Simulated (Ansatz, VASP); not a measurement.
**GaB2P2N: VASP beside Ansatz**

One calculation is typed for both programs; each brings its own data sets. How far apart do they land? The cell is generated by rule, not measured, and may not be a known phase. The cell is taken from a series of runs on this material, whose earlier steps may have relaxed, scaled, displaced or heated it; both programs get it as it stands.

Program: Ansatz 0.2.0. Level of theory: plane waves, with VASP 6.6.1 beside it; relaxation of cell and atoms at LDA. Results are calculated unless marked as measured.

## (1) Set-up

The structure is orthorhombic, space group Imm2 (No. 44). Conventional cell: a = 3.073 Å, b = 3.225 Å, c = 13.745 Å, α = 90.00°, β = 90.00°, γ = 90.00°. Nearest to B lie 2 N at 1.74 Å and 2 P at 1.95 Å. Nearest to B lie 4 P at 1.92 to 1.93 Å. Nearest to Ga lie 2 N at 1.94 Å and 2 P at 2.28 Å. Nearest to N lie 2 B at 1.74 Å and 2 Ga at 1.94 Å. P has 4 B at 1.92 to 1.95 Å nearest. Nearest to P lie 2 B at 1.93 Å and 2 Ga at 2.28 Å. Farther neighbours and most contacts between anions are not listed.

As a file:

```cif
data_structure
_symmetry_space_group_name_H-M 'Imm2'
_symmetry_Int_Tables_number 44
_cell_length_a 3.0729
_cell_length_b 3.2254
_cell_length_c 13.7454
_cell_angle_alpha 90.000
_cell_angle_beta 90.000
_cell_angle_gamma 90.000
_cell_volume 136.23
loop_
_atom_site_label
_atom_site_type_symbol
_atom_site_symmetry_multiplicity
_atom_site_Wyckoff_symbol
_atom_site_fract_x
_atom_site_fract_y
_atom_site_fract_z
_atom_site_occupancy
B1 B 2 b 0.00000 0.50000 0.00591 1
B2 B 2 b 0.00000 0.50000 0.34263 1
Ga1 Ga 2 b 0.50000 0.00000 0.14384 1
N1 N 2 a 0.50000 0.50000 0.06545 1
P1 P 2 a 0.50000 0.50000 0.42623 1
P2 P 2 a 0.00000 0.00000 0.26594 1
```

## (2) Ansatz: relaxation of cell and atoms, LDA, pair 1

Ansatz runs on its default PAW (the set named soft_2) files.

The relaxed volume is the usual yardstick between codes: in a stiff, nearly cubic crystal its relative difference is about their pressure difference at one cell divided by the bulk modulus.

input.yaml

```yaml
crystal:
  lattice:
    - [2.2806715658, 2.2806715658, 0.0]
    - [-2.1728359229, 2.1728359229, 0.0]
    - [2.2267537444, 0.0539178215, 6.8727200867]
  atoms:
    - { symbol: B, position: [0.0059097492, -0.0059097492, -0.0118194983] }
    - { symbol: B, position: [0.3426289867, 0.6573710133, 0.3147420266] }
    - { symbol: Ga, position: [0.6438364536, 0.3561635464, 0.7123270928] }
    - { symbol: "N", position: [0.0654532766, 0.4345467234, 0.8690934469] }
    - { symbol: P, position: [0.4262283605, 0.0737716395, 0.147543279] }
    - { symbol: P, position: [0.7659431735, 0.7340568265, 0.4681136531] }
kpoints:
  mp_grid: { grid: [12, 12, 12] }
hamiltonian:
  xc: lda
scf:
  occupations: { method: gaussian, width: 0.1 }
output:
  forces: true
  stress: true
  eigenvalues: true
relax:
  adjacent_minimum: "off"
  f_tol: 0.005
  max_steps: 80
  cell: { stress_tol: 0.05 }
```

Command:

```sh
$ ansatz run input.yaml --threads 8 --pin off --max-ram 14336MiB --backend cpu --events-out ev --progress --plain --runs-dir out
```

Numbers of over 12 decimals in the logs are rounded to 6 here.

The program printed:

```text
Engine: ansatz 0.2.0, aarch64-unknown-linux-gnu
Pseudopotentials: kind: paw
Pseudopotential: B, paw, valence charge 3, recommended cutoff 420 eV (normal), B.paw.azcp
Pseudopotential: Ga, paw, valence charge 13, recommended cutoff 420 eV (normal), Ga.paw.azcp
Pseudopotential: N, paw, valence charge 5, recommended cutoff 420 eV (normal), N.paw.azcp
Pseudopotential: P, paw, valence charge 5, recommended cutoff 420 eV (normal), P.paw.azcp
Functional definition: SPW92
  exchange = slater_x
  correlation = pw_c
Crystal: 6 atoms, lattice volume = 68.116 Å³
Basis set: ecut = 420 eV, 1323 PW (Γ)
Bands: 23, of which v1, the nominal top of the filled ones, is band 17 counted from 1 (16 counted from 0)
Symmetry: 4 space group operations
Space group: Imm2 (ITA 44), of the structure as read, at distance tolerance 4.1e-5 Å
k-points: 280 of 1728 (time reversal used)
Non-local potential: B, projectors of the file, l = 0: 2, l = 1: 2, l = 2: 1
Non-local potential: Ga, projectors of the file, l = 0: 2, l = 1: 2, l = 2: 3, l = 3: 1
Non-local potential: N, projectors of the file, l = 0: 2, l = 1: 2, l = 2: 1
Non-local potential: P, projectors of the file, l = 0: 2, l = 1: 2, l = 2: 2
PAW form: soft (Blöchl's): semilocal exchange-correlation on the pseudo side does not see the compensation charge
PAW frozen core: B, regenerated for the run's functional, and the local potential with it (the file was generated under x = pbe(κ = 0.804, μ = 0.219515), c = pbe(β = 0.066725))
PAW frozen core: Ga, regenerated for the run's functional, and the local potential with it (the file was generated under x = pbe(κ = 0.804, μ = 0.219515), c = pbe(β = 0.066725))
PAW frozen core: N, regenerated for the run's functional, and the local potential with it (the file was generated under x = pbe(κ = 0.804, μ = 0.219515), c = pbe(β = 0.066725))
PAW frozen core: P, regenerated for the run's functional, and the local potential with it (the file was generated under x = pbe(κ = 0.804, μ = 0.219515), c = pbe(β = 0.066725))
PAW one-centre angular grid: B, 110 points (default); XC on 64 Gauss nodes
PAW one-centre angular grid: Ga, 590 points (default); XC on 64 Gauss nodes
PAW one-centre angular grid: N, 110 points (default); XC on 64 Gauss nodes
PAW one-centre angular grid: P, 110 points (default); XC on 64 Gauss nodes
Initial density: superposition of atomic densities (neutral atoms: chi_scale 0, normalization atom), corrected by the library's trained network
Initial wavefunctions: pseudopotential atomic-orbital guess
Functional: x = slater, c = lda
SCF iter   1: F=—  HF=-5833.645388 eV  |F-HF|=—  |Δ(HF+E_count)|=         —  Δρ=9.06e-3  dr2=4.97e-2  ethr=1.77e-3  ⟨swp⟩=6.2  Hψ=34098  notcnv=0
preconditioner: auto → Kerker (q_TF=auto, 2.430 Å⁻¹)  [metal: Δε(μ)=0.017 eV  Ē_g=13.493 eV  σ=0.100 eV  W_gap=0.09  n_scr=16 (ndim 8)  ℏωp=26.2 eV  f_vac=0.000  D(μ)=0.58/eV (n_scr^D=2)]
SCF iter   2: F=—  HF=-5833.634654 eV  |F-HF|=—  |Δ(HF+E_count)|=   1.07e-2  Δρ=3.98e-3  dr2=9.11e-3  ethr=1.46e-4  ⟨swp⟩=1.8  Hψ=10923  notcnv=0  defer=7
SCF iter   3: F=—  HF=-5833.632372 eV  |F-HF|=—  |Δ(HF+E_count)|=   2.28e-3  Δρ=1.56e-3  dr2=1.76e-3  ethr=2.68e-5  ⟨swp⟩=1.3  Hψ=6741  notcnv=0  defer=7
SCF iter   4: F=—  HF=-5833.631870 eV  |F-HF|=—  |Δ(HF+E_count)|=   5.01e-4  Δρ=3.56e-4  dr2=1.46e-4  ethr=5.16e-6  ⟨swp⟩=2.9  Hψ=11195  notcnv=0  defer=7
SCF iter   5: F=—  HF=-5833.631848 eV  |F-HF|=—  |Δ(HF+E_count)|=   2.22e-5  Δρ=1.77e-4  dr2=3.60e-5  ethr=4.30e-7  ⟨swp⟩=2.3  Hψ=10498  notcnv=0  defer=7
SCF iter   6: F=—  HF=-5833.631834 eV  |F-HF|=—  |Δ(HF+E_count)|=   1.42e-5  Δρ=6.82e-5  dr2=6.78e-6  ethr=1.06e-7  ⟨swp⟩=2.5  Hψ=10544  notcnv=0  defer=7
SCF iter   7: F=—  HF=-5833.631832 eV  |F-HF|=—  |Δ(HF+E_count)|=   1.41e-6  Δρ=2.70e-5  dr2=1.14e-6  ethr=1.99e-8  ⟨swp⟩=2.5  Hψ=10938  notcnv=0  defer=7
SCF iter   8: F=-5833.631832 eV  HF=-5833.631832 eV  |F-HF|=6.61e-8  |Δ(HF+E_count)|=   2.24e-7  Δρ=7.21e-6  dr2=9.73e-8  ethr=2.94e-10  ⟨swp⟩=8.2  Hψ=36828  notcnv=0
SCF 1 converged in 8 iterations: F = -5833.631832 eV  dr2 = 9.73e-8
  greatest PAW one-centre occupation: 0.995 electrons in one spin orbital (limit 2), on the Ga atom at site 2 (counted from 0), in its partial waves of l = 2
relax step   1: F+E_penalty+E_count = -5833.63183208 eV  Δ(F+E_penalty+E_count) = +0.000e0 eV  max|allowed force component| = 1.946e-1 eV/Å  Δτ_max = 0.0000 Å  P = +0.173 GPa  Ω = 68.116 Å³  (8 SCF iters, dr2 threshold 1.00e-7 eV, accepted)
[...]
relax step   3: F+E_penalty+E_count = -5833.63631926 eV  Δ(F+E_penalty+E_count) = -1.086e-3 eV  max|allowed force component| = 4.161e-2 eV/Å  Δτ_max = 0.0098 Å  P = +0.106 GPa  Ω = 68.278 Å³  energy of the carried Pulay correction = -3.252e-4 eV  (6 SCF iters, dr2 threshold 6.00e-7 eV, accepted)
[...]
relax step   4: F+E_penalty+E_count = -5833.63633409 eV  Δ(F+E_penalty+E_count) = -1.483e-5 eV  max|allowed force component| = 8.417e-3 eV/Å  Δτ_max = 0.0021 Å  P = -0.029 GPa  Ω = 68.327 Å³  energy of the carried Pulay correction = -4.221e-4 eV  (5 SCF iters, dr2 threshold 1.08e-7 eV, accepted)
[...]
relax step   5: F+E_penalty+E_count = -5833.63636628 eV  Δ(F+E_penalty+E_count) = -3.220e-5 eV  max|allowed force component| = 2.877e-3 eV/Å  Δτ_max = 0.0005 Å  P = -0.007 GPa  Ω = 68.316 Å³  energy of the carried Pulay correction = -4.007e-4 eV  (5 SCF iters, dr2 threshold 1.42e-8 eV, accepted)
[...]
relax step   6: F+E_penalty+E_count = -5833.63680088 eV  Δ(F+E_penalty+E_count) = -4.346e-4 eV  max|allowed force component| = 2.972e-3 eV/Å  Δτ_max = 0.0000 Å  P = +0.001 GPa  Ω = 68.316 Å³  stress off target by 3.27e-2 GPa  SCF on the basis re-selected at this cell (its energy is not comparable with the rows above)  (6 SCF iters)
basis re-selected at this cell: Δ(F+E_penalty+E_count) = -4.346e-4 eV, ΔP = +0.008 GPa vs the last step (what re-selecting the basis moved, of the pressure what is left beyond the Pulay correction that the steps carried, after the strain that the cell walked since its last selection, with what the two solves' SCF thresholds leave and, on support functions, any second-order correction that the steps lacked; it is no m [...]
SCF converged after 6 iterations
Free energy (F): -5833.636801 eV
Harris-Foulkes:  -5833.636801 eV  (|F-HF|=6.37e-12)
Internal energy: -5833.633428 eV  (E = F + TS)
E sigma→0 (E₀):  -5833.635115 eV
Entropy (-TS):   -0.003373 eV (-0.562 meV/atom)
Fermi energy:    11.236569 eV
--- Per-component energies (eV) ---
  E_band       = 23.772714
  E_kinetic    = 491.792163
  E_local      = -2657.044530  (includes V_loc(G=0)·N_el)
  E_nonlocal   = 569.709211
  E_hartree    = 1207.155828
  E_xc         = -317.721538
  E_vxc        = -336.547378  (∫ρ·V_xc dr)
  E_paw        = -3257.222363  (= ΣΔE_a)
  E_vpaw       = -458.448417  (= ΣTr[D̂ρ^β])
  E_aug_tail   = -0.000036  (compensation charges beyond the density's cutoff)
  E_ewald      = -1872.437059
  E_core_change = 2.134896  (= ΣΔE_core)
  E_smearing   = -0.003373  (= −TS)
  E_closure    = 0.000000  (closes the sum)
  Σ components = -5833.636801   (vs F -5833.636801, Δ=0.00e0)
--- Forces (eV/Å), atoms counted from 1 ---
  atom   1  B     -0.00000000    -0.00000000    -0.00297185
  atom   2  B      0.00000000     0.00000000     0.00028531
  atom   3  Ga    -0.00000000    -0.00000000    -0.00088076
  atom   4  N      0.00000000     0.00000000     0.00294906
  atom   5  P      0.00000000     0.00000000    -0.00000231
  atom   6  P      0.00000000     0.00000000     0.00061956
  max |Σ_I F_I| component: 1.00e-6 eV/Å
--- Stress (GPa, compression-positive) ---
        0.011789      -0.020922      -0.000000
       -0.020922       0.011789      -0.000000
       -0.000000      -0.000000      -0.020450
  P = ⅓ Tr σ = 0.0010 GPa (0.010 kbar)
--- Band table (eV; the first three rows and the last of 280) ---
  k-point 0: bands = [... 13 lower, 7.3438, 9.1107, 9.6880, 10.5516, 11.4687, 12.0611, 12.7250, 13.9761, ... 2 higher]
  k-point 1: bands = [... 13 lower, 7.3553, 9.0275, 9.6467, 10.5699, 11.4306, 12.0637, 12.7135, 14.0001, ... 2 higher]
  k-point 2: bands = [... 13 lower, 7.3870, 8.8016, 9.5335, 10.6092, 11.3304, 12.0755, 12.6783, 14.0398, ... 2 higher]
  k-point 279: bands = [... 13 lower, 5.0017, 5.1027, 5.7136, 5.8396, 11.8368, 11.9043, 12.3885, 13.2414, ... 2 higher]
--- Relaxed structure (5 steps of the walk, 5 accepted, 1 SCFs on fresh bases) ---
  F+E_penalty+E_count = -5833.63680088 eV   max|allowed force component| = 2.972e-3 eV/Å   (the final SCF, on the basis selected at the relaxed cell)
  cell:  # Å, volume = 68.3163 Å³
    - [2.267477, 2.267477, -1.6496158024589982e-11]
    - [-2.190545, 2.190545, 0]
    - [2.229011, 0.038466, 6.877002]
  atoms:
    - { symbol: B, position: [0.00634045, -0.00634045, -0.012681] }
    - { symbol: B, position: [0.342667, 0.657333, 0.314665] }
    - { symbol: Ga, position: [0.644829, 0.355171, 0.710341] }
    - { symbol: N, position: [0.065502, 0.434498, 0.868995] }
    - { symbol: P, position: [0.425843, 0.074157, 0.148315] }
    - { symbol: P, position: [0.764818, 0.735182, 0.470364] }
```

In the SCF lines HF is the Harris–Foulkes energy and dr2 the Hartree energy of the density residual, in eV; the loop may stop once dr2 is under the threshold and the program's other checks hold. Hψ counts applications of the Hamiltonian.

(Continued in part 2 of 3.)

[Lines on the potential files, build, host, timing and source positions are cut from VASP's logs without a mark.]

[Logs are printed without paths, hosts, clocks, repeated set-up lines and the standing remarks that a program may print on its own settings, such as how far it seeks lower states.]

[Hosts, paths, dates, database ids (printed as entryN), source tags and the programs' standing remarks are cut or masked in the printed files.]
